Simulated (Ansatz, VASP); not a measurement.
# Cross-check of Si57O97 (amorphous SiO1.7) between VASP and Ansatz

Aim: how closely do two programs agree when they are given the same cell, functional and k mesh? The cell is taken from a series of runs on this material, whose earlier steps may have relaxed, scaled, displaced or heated it; both programs get it as it stands.

Method: plane waves, with VASP 6.6.1 beside it; single point at PBE, in Ansatz 0.2.0.

## Step 1: Set-up

The cell holds 154 atoms: 57 Si and 97 O. Its edges and angles: a = 13.312 Å, b = 13.312 Å, c = 13.312 Å, α = 90.0°, β = 90.0°, γ = 90.0°. As first built, before any earlier steps moved the atoms (in the runner's words): 154 atoms (57 Si, 97 O) placed at random at 2.22 g/cm^3, melted at 5000 K for 10 ps at fixed volume with the Tersoff Si-O potential (Munetoh et al., Comput. Mater. Sci. 39, 334 (2007)). Quenched from 5000 K to 100 K at 1000 K/ps and fixed volume, held 5 ps.

## Step 2: Ansatz: single point, PBE

Ansatz runs on its default PAW (the set named soft_2) files.

A single point gives forces, pressure and levels at one fixed geometry, so differences don't come from the geometry; what else differs is listed under the comparison.

File input.yaml:

```yaml
crystal:
  lattice:
    - [13.3125, 0.0, 0.0]
    - [0.0, 13.3125, 0.0]
    - [0.0, 0.0, 13.3125]
  atoms:
    - { symbol: Si, position: [0.18002, 0.11536, 0.98195] }
    - { symbol: Si, position: [0.64316, 0.51329, 0.22375] }
    - { symbol: Si, position: [0.23604, 0.97373, 0.15854] }
    - { symbol: Si, position: [0.77592, 0.28407, 0.42218] }
    - { symbol: Si, position: [0.7311, 0.18478, 0.63527] }
    - { symbol: Si, position: [0.82707, 0.69039, 0.34987] }
    - { symbol: Si, position: [0.15126, 0.51567, 0.27682] }
    - { symbol: Si, position: [0.54229, 0.36221, 0.10402] }
    - { symbol: Si, position: [0.9094, 0.12229, 0.36587] }
    - { symbol: Si, position: [0.86286, 0.68196, 0.80823] }
    - { symbol: Si, position: [0.09034, 0.16896, 0.19256] }
    - { symbol: Si, position: [0.79446, 0.03018, 0.26833] }
    - { symbol: Si, position: [0.38206, 0.3392, 0.55627] }
    - { symbol: Si, position: [0.48486, 0.58444, 0.06106] }
    - { symbol: Si, position: [0.7288, 0.26035, 0.80143] }
    - { symbol: Si, position: [0.09759, 0.75052, 0.82375] }
    - { symbol: Si, position: [0.56703, 0.83478, 0.55201] }
    - { symbol: Si, position: [0.29947, 0.27762, 0.85399] }
    - { symbol: Si, position: [0.57653, 0.09711, 0.33211] }
    - { symbol: Si, position: [0.47271, 0.91924, 0.22346] }
    - { symbol: Si, position: [0.13579, 0.43951, 0.81163] }
    - { symbol: Si, position: [0.3323, 0.55012, 0.66295] }
    - { symbol: Si, position: [0.96951, 0.33226, 0.32889] }
    - { symbol: Si, position: [0.28848, 0.66774, 0.15687] }
    - { symbol: Si, position: [0.19372, 0.85743, 0.44591] }
    - { symbol: Si, position: [0.7737, 0.02578, 0.87407] }
    - { symbol: Si, position: [0.82736, 0.36004, 0.90954] }
    - { symbol: Si, position: [0.90017, 0.88761, 0.10463] }
    - { symbol: Si, position: [0.99649, 0.6038, 0.13056] }
    - { symbol: Si, position: [0.34968, 0.77334, 0.60816] }
[... 118 atom lines left out ...]
    - { symbol: O, position: [0.54482, 0.95968, 0.12602] }
    - { symbol: O, position: [0.65578, 0.77732, 0.91178] }
    - { symbol: O, position: [0.88216, 0.56951, 0.1127] }
    - { symbol: O, position: [0.24843, 0.79834, 0.54103] }
    - { symbol: O, position: [0.36356, 0.54343, 0.78348] }
    - { symbol: O, position: [0.65251, 0.83125, 0.64062] }
kpoints:
  mp_grid: { grid: [1, 1, 1] }
hamiltonian:
  xc: pbe
scf:
  occupations: { method: fermi_dirac, width: 0.05 }
output:
  forces: true
```

The run is started by

```sh
$ ansatz run input.yaml --threads 4 --pin off --max-ram 8192MiB --backend cpu --events-out ev --progress --plain --runs-dir out
```

Numbers of over 12 decimals in the logs are rounded to 6 here.

What it wrote:

```text
Engine: ansatz 0.2.0, aarch64-unknown-linux-gnu
Pseudopotentials: kind: paw
Pseudopotential: Si, paw, valence charge 4, recommended cutoff 420 eV (normal), Si.paw.azcp
Pseudopotential: O, paw, valence charge 6, recommended cutoff 420 eV (normal), O.paw.azcp
Functional definition: PBE
  parameter kappa = 0.804
  parameter beta = 0.066725
  exchange = pbe_x(kappa = kappa, mu = beta*pi^2/3)
  correlation = pbe_c(beta = beta)
Crystal: 154 atoms, lattice volume = 2359.277 Å³
Basis set: ecut = 420 eV, 46297 PW (Γ), exchange–correlation on 180×180×180 points (8 copies of the dense FFT grid, shifted against one another)
Bands: 559, of which v1, the nominal top of the filled ones, is band 405 counted from 1 (404 counted from 0)
Symmetry: 1 space group operations
Space group: P1 (ITA 1), of the structure as read, at distance tolerance 1.3e-4 Å
k-points: 1
Non-local potential: Si, projectors of the file, l = 0: 2, l = 1: 2, l = 2: 2
Non-local potential: O, projectors of the file, l = 0: 2, l = 1: 2, l = 2: 1
PAW form: soft (Blöchl's): semilocal exchange-correlation on the pseudo side does not see the compensation charge
PAW one-centre angular grid: Si, 110 points (default); XC on 64 Gauss nodes
PAW one-centre angular grid: O, 110 points (default); XC on 64 Gauss nodes
Initial density: superposition of atomic densities (neutral atoms: chi_scale 0, normalization atom), corrected by the library's trained network
Initial wavefunctions: pseudopotential atomic-orbital guess
Functional: x = pbe(κ = 0.804, μ = 0.219515), c = pbe(β = 0.066725)
SCF iter   1: F=—  HF=-91352.164205 eV  |F-HF|=—  |Δ(HF+E_count)|=         —  Δρ=1.09e-2  dr2=9.94e0  ethr=1.77e-3  ⟨swp⟩=6.0  Hψ=2671  notcnv=0  defer=79
preconditioner: auto → LDOS  [metal: Δε(μ)=0.024 eV  Ē_g=14.434 eV  σ=0.050 eV  W_gap=0.12  n_scr=460 (ndim 8)  ℏωp=21.6 eV  f_vac=0.191  D(μ)=26.18/eV (n_scr^D=122)  β→1.0]
SCF iter   2: F=—  HF=-91351.720021 eV  |F-HF|=—  |Δ(HF+E_count)|=   4.44e-1  Δρ=1.12e-2  dr2=9.24e0  ethr=1.23e-3  ⟨swp⟩=4.0  Hψ=1101  notcnv=0  defer=124
SCF iter   3: F=—  HF=-91350.903224 eV  |F-HF|=—  |Δ(HF+E_count)|=   8.17e-1  Δρ=3.10e-3  dr2=6.46e-1  ethr=1.14e-3  ⟨swp⟩=2.0  Hψ=685  notcnv=0  defer=127
SCF iter   4: F=—  HF=-91350.847635 eV  |F-HF|=—  |Δ(HF+E_count)|=   5.56e-2  Δρ=1.52e-3  dr2=1.29e-1  ethr=7.97e-5  ⟨swp⟩=2.0  Hψ=499  notcnv=0  defer=127
SCF iter   5: F=—  HF=-91350.837862 eV  |F-HF|=—  |Δ(HF+E_count)|=   9.77e-3  Δρ=9.31e-4  dr2=5.06e-2  ethr=1.60e-5  ⟨swp⟩=2.0  Hψ=739  notcnv=0  defer=127
SCF iter   6: F=—  HF=-91350.835538 eV  |F-HF|=—  |Δ(HF+E_count)|=   2.32e-3  Δρ=6.31e-4  dr2=1.81e-2  ethr=6.25e-6  ⟨swp⟩=2.0  Hψ=833  notcnv=0  defer=127
SCF iter   7: F=—  HF=-91350.833939 eV  |F-HF|=—  |Δ(HF+E_count)|=   1.60e-3  Δρ=2.95e-4  dr2=4.00e-3  ethr=2.23e-6  ⟨swp⟩=2.0  Hψ=810  notcnv=0  defer=127
SCF iter   8: F=—  HF=-91350.833703 eV  |F-HF|=—  |Δ(HF+E_count)|=   2.37e-4  Δρ=1.53e-4  dr2=1.06e-3  ethr=4.93e-7  ⟨swp⟩=2.0  Hψ=699  notcnv=0  defer=127
SCF iter   9: F=—  HF=-91350.833640 eV  |F-HF|=—  |Δ(HF+E_count)|=   6.29e-5  Δρ=8.71e-5  dr2=3.24e-4  ethr=1.31e-7  ⟨swp⟩=2.0  Hψ=739  notcnv=0  defer=127
SCF iter  10: F=—  HF=-91350.833609 eV  |F-HF|=—  |Δ(HF+E_count)|=   3.08e-5  Δρ=4.26e-5  dr2=7.70e-5  ethr=4.00e-8  ⟨swp⟩=2.0  Hψ=692  notcnv=0  defer=127
SCF iter  11: F=—  HF=-91350.834687 eV  |F-HF|=—  |Δ(HF+E_count)|=   1.08e-3  Δρ=2.42e-5  dr2=2.34e-5  ethr=9.50e-9  ⟨swp⟩=2.0  Hψ=965  notcnv=0  defer=127
SCF iter  12: F=—  HF=-91350.834687 eV  |F-HF|=—  |Δ(HF+E_count)|=   6.11e-7  Δρ=1.14e-5  dr2=4.22e-6  ethr=2.89e-9  ⟨swp⟩=2.0  Hψ=835  notcnv=0  defer=127
SCF iter  13: F=—  HF=-91350.834687 eV  |F-HF|=—  |Δ(HF+E_count)|=   7.83e-9  Δρ=6.67e-6  dr2=1.40e-6  ethr=5.20e-10  ⟨swp⟩=2.0  Hψ=834  notcnv=0  defer=127
SCF iter  14: F=—  HF=-91350.834687 eV  |F-HF|=—  |Δ(HF+E_count)|=   3.40e-8  Δρ=3.35e-6  dr2=4.04e-7  ethr=1.72e-10  ⟨swp⟩=2.0  Hψ=782  notcnv=0  defer=127
SCF iter  15: F=—  HF=-91350.834687 eV  |F-HF|=—  |Δ(HF+E_count)|=   1.02e-9  Δρ=1.81e-6  dr2=1.10e-7  ethr=4.99e-11  ⟨swp⟩=2.0  Hψ=835  notcnv=0  defer=127
SCF iter  16: F=-91350.834687 eV  HF=-91350.834687 eV  |F-HF|=2.18e-8  |Δ(HF+E_count)|=   1.16e-9  Δρ=1.12e-6  dr2=4.25e-8  ethr=1.23e-11  ⟨swp⟩=4.0  Hψ=1591  notcnv=0
SCF 1 converged in 16 iterations: F = -91350.834687 eV  dr2 = 4.25e-8
  greatest PAW one-centre occupation: 0.886 electrons in one spin orbital (limit 2), on the O atom at site 104 (counted from 0), in its partial waves of l = 0
SCF converged after 16 iterations
Free energy (F): -91350.834687 eV
Harris-Foulkes:  -91350.834687 eV  (|F-HF|=2.18e-8)
Internal energy: -91350.584763 eV  (E = F + TS)
E sigma→0 (E₀):  -91350.709725 eV
Entropy (-TS):   -0.249924 eV (-1.623 meV/atom)
Fermi energy:    5.508619 eV
--- Per-component energies (eV) ---
  E_band       = -4205.686929
  E_kinetic    = 19712.566188
  E_local      = -65093.689541  (includes V_loc(G=0)·N_el)
  E_nonlocal   = 6009.344171
  E_hartree    = 25341.716768
  E_xc         = -10328.257030
  E_vxc        = -11835.494149  (∫ρ·V_xc dr)
  E_paw        = -44622.658378  (= ΣΔE_a)
  E_vpaw       = -3682.082692  (= ΣTr[D̂ρ^β])
  E_aug_tail   = 0.244186  (compensation charges beyond the density's cutoff)
  E_ewald      = -22369.851128
  E_smearing   = -0.249924  (= −TS)
  E_closure    = -0.000000  (closes the sum)
  Σ components = -91350.834687   (vs F -91350.834687, Δ=0.00e0)
--- Forces (eV/Å), atoms counted from 1 ---
  atom   1  Si    -0.47703209    -0.48322468     2.36463268
  atom   2  Si     1.54331688     0.11594139     1.19641310
  atom   3  Si    -1.05255862     1.54438193    -1.63025778
  atom   4  Si    -3.34563676     3.96475213     1.42174509
  atom   5  Si    -1.23377064     1.37933001     2.44919532
  atom   6  Si    -1.29825822     2.74027304    -2.60742443
  atom   7  Si     1.70338374    -1.12149889     0.26997740
  atom   8  Si    -0.45081182    -2.74539028     0.26249853
  atom   9  Si     1.12095318    -4.20753508    -0.26468706
  atom  10  Si     0.40375053     1.25183373    -0.23697355
  atom  11  Si    -0.35171703    -0.54234113    -1.69040872
  atom  12  Si     0.32592179    -0.71060528     0.12166581
  atom  13  Si     1.13186945     0.82146828     1.16295500
  atom  14  Si    -0.03296964     2.05865005    -1.95553662
  atom  15  Si     1.47390354    -0.95708392    -1.00397960
  atom  16  Si    -0.10631754    -0.80414850    -2.02258635
  atom  17  Si     1.09185507     1.98589211    -1.17170726
  atom  18  Si     1.36902047     1.18549531     0.96411051
  atom  19  Si    -2.18860923     0.34875458    -0.44445147
  atom  20  Si     0.56354374     1.59514719    -0.37938869
  atom  21  Si    -0.03362110    -2.94892482     5.43964869
  atom  22  Si     0.62983713     0.61605038     0.09719998
  atom  23  Si     1.21321993     1.84906160    -3.28712304
  atom  24  Si     0.84411888     0.90913575     0.92696725
[...]
atom 147  O      1.68736132    -0.23344733     1.15598959
  atom 148  O      0.65212129     0.24320220     0.37137676
  atom 149  O      0.17169573     0.25146791    -0.43259051
  atom 150  O      1.53753737    -0.79708080    -0.39997868
  atom 151  O      0.19167562    -0.54309438    -0.87176100
  atom 152  O      0.09811830    -0.82359000     0.70119670
  atom 153  O      0.43733205     0.75954237    -1.76847686
  atom 154  O     -0.13253281    -0.44926408     0.18368392
  max |Σ_I F_I| component: 7.41e-5 eV/Å
```

The column dr2 measures how far the density is from self-consistency, as an energy; F and HF (Harris–Foulkes) agree once it is small.

## Step 3: VASP: single point, PBE

The same cell, functional, mesh and smearing now go to VASP, with its own data sets.

Lines of VASP's logs that name or quote its potential files are left out, and so is its time.

File INCAR:

```
SYSTEM = Si57O97
PREC = Accurate
ENCUT = 520
EDIFF = 1E-06
NELM = 120
ISMEAR = -1
SIGMA = 0.05
LREAL = Auto
ALGO = Normal
GGA = PE
NBANDS = 512
LORBIT = 11
LWAVE = .FALSE.
LCHARG = .FALSE.
ISIF = 2
LASPH = .TRUE.
GGA_COMPAT = .FALSE.
```

File POSCAR:

```
Si57O97
1.0
   13.3125000000      0.0000000000      0.0000000000
    0.0000000000     13.3125000000      0.0000000000
    0.0000000000      0.0000000000     13.3125000000
Si O
57 97
Direct
    0.1800200000      0.1153600000      0.9819500000
    0.6431600000      0.5132900000      0.2237500000
    0.2360400000      0.9737300000      0.1585400000
    0.7759200000      0.2840700000      0.4221800000
    0.7311000000      0.1847800000      0.6352700000
    0.8270700000      0.6903900000      0.3498700000
    0.1512600000      0.5156700000      0.2768200000
    0.5422900000      0.3622100000      0.1040200000
    0.9094000000      0.1222900000      0.3658700000
    0.8628600000      0.6819600000      0.8082300000
    0.0903400000      0.1689600000      0.1925600000
    0.7944600000      0.0301800000      0.2683300000
    0.3820600000      0.3392000000      0.5562700000
    0.4848600000      0.5844400000      0.0610600000
    0.7288000000      0.2603500000      0.8014300000
    0.0975900000      0.7505200000      0.8237500000
    0.5670300000      0.8347800000      0.5520100000
    0.2994700000      0.2776200000      0.8539900000
    0.5765300000      0.0971100000      0.3321100000
    0.4727100000      0.9192400000      0.2234600000
    0.1357900000      0.4395100000      0.8116300000
    0.3323000000      0.5501200000      0.6629500000
    0.9695100000      0.3322600000      0.3288900000
    0.2884800000      0.6677400000      0.1568700000
    0.1937200000      0.8574300000      0.4459100000
    0.7737000000      0.0257800000      0.8740700000
    0.8273600000      0.3600400000      0.9095400000
    0.9001700000      0.8876100000      0.1046300000
    0.9964900000      0.6038000000      0.1305600000
    0.3496800000      0.7733400000      0.6081600000
[... 118 atom lines left out ...]
    0.5448200000      0.9596800000      0.1260200000
    0.6557800000      0.7773200000      0.9117800000
    0.8821600000      0.5695100000      0.1127000000
    0.2484300000      0.7983400000      0.5410300000
    0.3635600000      0.5434300000      0.7834800000
    0.6525100000      0.8312500000      0.6406200000
```

File KPOINTS:

```
Automatic mesh
0
Gamma
1 1 1
0 0 0
```

PAW data sets: Si and O (PBE family, release 64).

The run is started by

```sh
$ export OMP_NUM_THREADS=3
$ mpirun -np 1 vasp_gam
```

What it wrote:

```text
[banner, memory and clock lines left out]
running    1 mpi-ranks, on    1 nodes
[...]
Offloading initialized ...    1 GPUs detected
[...]
LDA part: xc-table for (Slater+PW92), standard interpolation
 POSCAR, INCAR and KPOINTS ok, starting setup
[...]
entering main loop
       N       E                     dE             d eps       ncg     rms          rms(c)
DAV:   1     0.732685491212E+04    0.73269E+04   -0.46473E+05  1056   0.152E+03
DAV:   2    -0.515359107438E+03   -0.78422E+04   -0.75880E+04  1264   0.364E+02
DAV:   3    -0.124737706716E+04   -0.73202E+03   -0.72211E+03  1208   0.117E+02
DAV:   4    -0.126597769726E+04   -0.18601E+02   -0.18389E+02  1208   0.194E+01
[...]
DAV:  22    -0.110024500123E+04   -0.25263E-05   -0.11635E-05  1128   0.640E-03    0.642E-03
DAV:  23    -0.110024500229E+04   -0.10592E-05   -0.52272E-06   960   0.383E-03    0.412E-03
DAV:  24    -0.110024500266E+04   -0.37380E-06   -0.20149E-06   736   0.221E-03
   1 F= -.11002450E+04 E0= -.11001193E+04  d E =-.251447E+00
```

Parts of OUTCAR (step 3):

```text
  Total        3.7958266     24.7337678    -19.2541962     11.3808602     21.1974947    -27.3988320
  in kB        2.5777339     16.7966240    -13.0754641      7.7287064     14.3951520    -18.6064607
  external PRESSURE =       2.0996313 kB  Pullay stress =       0.0000000 kB

  FREE ENERGIE OF THE ION-ELECTRON SYSTEM (eV)
  ---------------------------------------------------
  free  energy   TOTEN  =     -1100.2450026616 eV

  energy  without entropy=    -1099.9935559414  energy(sigma->0) =    -1100.11927930

[... 3 further parts left out ...]
[key lines of the parts left out:]
E-fermi :   4.3468
```

The run ends at a pressure of 0.21 GPa, with forces up to 6.2 eV/Å.

## Step 4: Comparison

Known differences besides the potentials themselves: the cutoff is 420 eV in Ansatz and 520 eV in VASP (PREC = Accurate, projectors in real space). Total energies have different zeros and are not compared.

Forces on 9 of the 154 atoms, those with the largest forces and the largest differences (eV/Å; atoms numbered as in POSCAR):

```tsv
atom	Ansatz x, y, z	VASP x, y, z
Si4	-3.346, 3.965, 1.422	-3.304, 4.000, 1.446
Si9	1.121, -4.208, -0.265	1.071, -4.197, -0.338
Si21	-0.034, -2.949, 5.440	-0.144, -2.959, 5.459
Si33	-2.494, -3.090, -2.547	-2.497, -3.079, -2.546
Si37	-0.218, -1.649, 2.971	-0.293, -1.691, 2.944
Si54	0.246, 4.110, -1.654	0.230, 4.138, -1.694
Si57	3.009, -2.836, 1.860	2.999, -2.820, 1.824
O107	2.328, -2.250, 4.320	2.292, -2.253, 4.275
O120	0.956, -2.033, 5.369	0.970, -2.030, 5.352
```

The forces differ by 21 meV/Å r.m.s., which is 1.5 % of the r.m.s. force of 1.419 eV/Å (both taken over all components).

## Step 5: Summary of results

* r.m.s. force difference (single point, PBE): 1.5 % of the r.m.s. force

**Reading.** The r.m.s. force difference is 1.5 % of the r.m.s. force (single point, PBE), within the 3 % picked in this series as the mark of a large difference. Such differences can come from data sets, numerical settings and the points named under the comparisons, not from the functional's error against experiment.

[Lines on the potential files, build, host, timing and source positions are cut from VASP's logs without a mark.]

[Logs are printed without paths, hosts, clocks, repeated set-up lines and the standing remarks that a program may print on its own settings, such as how far it seeks lower states.]

[Hosts, paths, dates, database ids (printed as entryN), source tags and the programs' standing remarks are cut or masked in the printed files.]
